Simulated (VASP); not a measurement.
All values below come from PBE GGA, VASP's PBE PAW potentials (set 64) (plane waves; VASP).

A VASP calculation is set up with these files.

**KPOINTS**
```
Automatic mesh
0
Gamma
16 16 16
0 0 0
```

### INCAR
```
EDIFF  =  1E-6   ! SCF stop (eV)
PSTRESS  =  450
PREC  =  Accurate
SYSTEM  =  Ta
ENCUT  =  500
LASPH  =  .TRUE.
SIGMA  =  0.1
ALGO  =  Normal
IBRION  =  2   ! conjugate gradients
LMAXMIX  =  6
ISMEAR  =  1
NELM  =  100
LWAVE  =  .FALSE.
EDIFFG  =  -0.02
NSW  =  40   ! most ionic steps
GGA  =  PE   ! PBE
LCHARG  =  .FALSE.
LREAL  =  .FALSE.
ISIF  =  3   ! ions, shape and volume
```

POSCAR:
```
Ta
1.0
 -1.5933031601   1.5933031601   1.5933031601
  1.5933031601  -1.5933031601   1.5933031601
  1.5933031601   1.5933031601  -1.5933031601
Ta
1
direct
  0.0000000000   0.0000000000   0.0000000000
```

POTCAR, in this order: Ta_pv (PBE.64 set). Program: vasp_std.

The resulting files:

OSZICAR:
```
       N       E                     dE             d eps       ncg     rms          rms(c)
DAV:   1     0.427502160439E+02    0.42750E+02   -0.64977E+03  2626   0.115E+03
DAV:   2    -0.114282594933E+02   -0.54178E+02   -0.53339E+02  3355   0.241E+02
DAV:   3    -0.120105763855E+02   -0.58232E+00   -0.56006E+00  2953   0.248E+01
DAV:   4    -0.120147100115E+02   -0.41336E-02   -0.41325E-02  2946   0.165E+00
DAV:   5    -0.120147416825E+02   -0.31671E-04   -0.31669E-04  2906   0.119E-01    0.164E+01
DAV:   6    -0.117241019595E+02    0.29064E+00   -0.28789E-01  2712   0.684E+00    0.843E+00
DAV:   7    -0.116278111192E+02    0.96291E-01   -0.26936E-01  2742   0.633E+00    0.452E-01
DAV:   8    -0.116265583238E+02    0.12528E-02   -0.47715E-03  2823   0.910E-01    0.118E-01
DAV:   9    -0.116265283984E+02    0.29925E-04   -0.12981E-04  2768   0.155E-01    0.349E-02
DAV:  10    -0.116265245211E+02    0.38773E-05   -0.35198E-06  3018   0.279E-02    0.482E-03
DAV:  11    -0.116265247134E+02   -0.19229E-06   -0.93635E-08  1387   0.457E-03
   1 F= -.70823275E+01 E0= -.70822067E+01  d E =-.708233E+01
       N       E                     dE             d eps       ncg     rms          rms(c)
DAV:   1    -0.131198583248E+02   -0.14933E+01   -0.95033E+01  2662   0.139E+02    0.210E+01
DAV:   2    -0.107473526431E+02    0.23725E+01   -0.28079E+00  2653   0.251E+01    0.744E+00
DAV:   3    -0.101071295842E+02    0.64022E+00   -0.17812E+00  2696   0.190E+01    0.288E+00
DAV:   4    -0.101186719900E+02   -0.11542E-01   -0.33916E-02  3158   0.214E+00    0.433E-01
DAV:   5    -0.101181516912E+02    0.52030E-03   -0.23728E-03  2720   0.648E-01    0.166E-01
DAV:   6    -0.101181446564E+02    0.70348E-05   -0.32623E-05  2749   0.837E-02    0.181E-02
DAV:   7    -0.101181445387E+02    0.11772E-06   -0.62014E-07  2048   0.814E-03
   2 F= -.65031999E+01 E0= -.65034642E+01  d E =0.579128E+00
       N       E                     dE             d eps       ncg     rms          rms(c)
DAV:   1    -0.134226108364E+02   -0.33045E+01   -0.74379E+01  2651   0.138E+02    0.155E+01
DAV:   2    -0.118358255356E+02    0.15868E+01   -0.21992E+00  2694   0.187E+01    0.568E+00
DAV:   3    -0.114635738395E+02    0.37225E+00   -0.11920E+00  2707   0.136E+01    0.149E+00
DAV:   4    -0.114716978693E+02   -0.81240E-02   -0.10971E-02  3045   0.125E+00    0.380E-01
DAV:   5    -0.114724227130E+02   -0.72484E-03   -0.16752E-03  2890   0.442E-01    0.102E-01
DAV:   6    -0.114724192207E+02    0.34923E-05   -0.13306E-05  2794   0.545E-02    0.902E-03
DAV:   7    -0.114724203536E+02   -0.11329E-05   -0.25644E-07  1791   0.565E-03    0.168E-03
DAV:   8    -0.114724204082E+02   -0.54608E-07   -0.76290E-09  1349   0.114E-03
   3 F= -.71180723E+01 E0= -.71180945E+01  d E =-.357449E-01
       N       E                     dE             d eps       ncg     rms          rms(c)
DAV:   1    -0.114587085143E+02    0.13712E-01   -0.22999E-02  2663   0.228E+00    0.276E-01
DAV:   2    -0.114581722738E+02    0.53624E-03   -0.67784E-04  2656   0.349E-01    0.963E-02
DAV:   3    -0.114580448644E+02    0.12741E-03   -0.39831E-04  2691   0.257E-01    0.336E-02
DAV:   4    -0.114580499861E+02   -0.51217E-05   -0.53427E-06  3063   0.268E-02    0.324E-03
DAV:   5    -0.114580500780E+02   -0.91929E-07   -0.37072E-07  1358   0.761E-03
   4 F= -.71183349E+01 E0= -.71183376E+01  d E =-.360074E-01
       N       E                     dE             d eps       ncg     rms          rms(c)
DAV:   1    -0.114540788447E+02    0.39711E-02   -0.17522E-03  2654   0.630E-01    0.765E-02
DAV:   2    -0.114540377278E+02    0.41117E-04   -0.51427E-05  2662   0.960E-02    0.268E-02
DAV:   3    -0.114540285094E+02    0.92183E-05   -0.30271E-05  2697   0.709E-02    0.914E-03
DAV:   4    -0.114540293990E+02   -0.88956E-06   -0.35734E-07  1416   0.738E-03
   5 F= -.71183400E+01 E0= -.71183369E+01  d E =-.360125E-01
```

File OUTCAR:
```
------------------------ aborting loop because EDIFF is reached ----------------------------------------
  FORCE on cell =-STRESS in cart. coord.  units (eV):
  Direction    XX          YY          ZZ          XY          YZ          ZX
  --------------------------------------------------------------------------------------
  Total        4.3454438      4.3454438      4.3454438      0.0000000      0.0000000      0.0000000
  in kB      451.0124019    451.0124019    451.0124019      0.0000000      0.0000000      0.0000000
  external PRESSURE =       1.0124019 kB  Pullay stress =     450.0000000 kB
  volume of cell :       15.44
      direct lattice vectors                 reciprocal lattice vectors
    -1.568551372  1.568551372  1.568551372     0.000000000  0.318765460  0.318765460
     1.568551372 -1.568551372  1.568551372     0.318765460  0.000000000  0.318765460
     1.568551372  1.568551372 -1.568551372     0.318765460  0.318765460  0.000000000
 POSITION                                       TOTAL-FORCE (eV/Angst)
 -----------------------------------------------------------------------------------
      0.00000      0.00000      0.00000         0.000000     -0.000000      0.000000
 -----------------------------------------------------------------------------------
    total drift:                               -0.000000     -0.000000     -0.000000
  FREE ENERGIE OF THE ION-ELECTRON SYSTEM (eV)
  ---------------------------------------------------
  free  energy   TOTEN  =       -11.4540293990 eV

  energy  without entropy=      -11.4540200261  energy(sigma->0) =      -11.45402627
  enthalpy is  TOTEN    =        -7.1183399937 eV   P V=        4.3356894053

 reached required accuracy - stopping structural energy minimisation
```
(Selected blocks of OUTCAR.)

File CONTCAR:
```
Ta
   1.00000000000000
    -1.5685513715724220    1.5685513715724220    1.5685513715724220
     1.5685513715724220   -1.5685513715724220    1.5685513715724220
     1.5685513715724220    1.5685513715724220   -1.5685513715724220
  Ta
     1
Direct
     0.0000000000000000    0.0000000000000000    0.0000000000000000
```

File OUTCAR:
```
 val. band max:        6.8322979235   @ k =   0.3125   0.0000   0.0000

 cond. band min:       6.8495573636   @ k =  -0.3750   0.5000   0.0625


 Fermi energy:         6.8414415051

 k-point     1 :       0.0000    0.0000    0.0000
  band No.  band energies     occupation
      1     -25.6243      2.00000
      2     -25.6243      2.00000
      3     -25.6243      2.00000
      4      -1.6617      2.00000
      5       7.5170     -0.00000
      6       7.5170     -0.00000
      7       7.5170     -0.00000
      8      11.3632      0.00000
      9      11.3632      0.00000

 k-point     2 :       0.0625    0.0000    0.0000
  band No.  band energies     occupation
      1     -25.7070      2.00000
      2     -25.6485      2.00000
      3     -25.6251      2.00000
      4      -1.4475      2.00000
      5       7.3739     -0.00000
      6       7.4762     -0.00000
      7       7.7270     -0.00000
      8      11.1188      0.00000
      9      11.3599      0.00000

 k-point     3 :       0.1250    0.0000    0.0000
  band No.  band energies     occupation
      1     -25.9374      2.00000
      2     -25.7167      2.00000
      3     -25.6273      2.00000
      4      -0.8428      2.00000
      5       6.9914     -0.05532
      6       7.2954     -0.00000
      7       8.3483     -0.00000
      8      10.6809      0.00000
      9      11.3683      0.00000

 k-point     4 :       0.1875    0.0000    0.0000
  band No.  band energies     occupation
      1     -26.2690      2.00000
      2     -25.8173      2.00000
      3     -25.6307      2.00000
      4       0.0326      2.00000
      5       6.4753      2.00000
      6       6.9314     -0.02256
      7       9.3549      0.00000
      8      10.5099      0.00000
      9      11.4297      0.00000

 k-point     5 :       0.2500    0.0000    0.0000
  band No.  band energies     occupation
      1     -26.6422      2.00000
      2     -25.9338      2.00000
      3     -25.6348      2.00000
...
```

Energy and stress use the plane-wave basis of the starting cell. Unless said otherwise, spin-orbit coupling is left out, though it shifts the bands of the heavy elements here.

The compound is Ta in the bcc structure. This run relaxes it under an external pressure of 45 GPa. Symmetry was kept, so distortions that lower it aren't found.
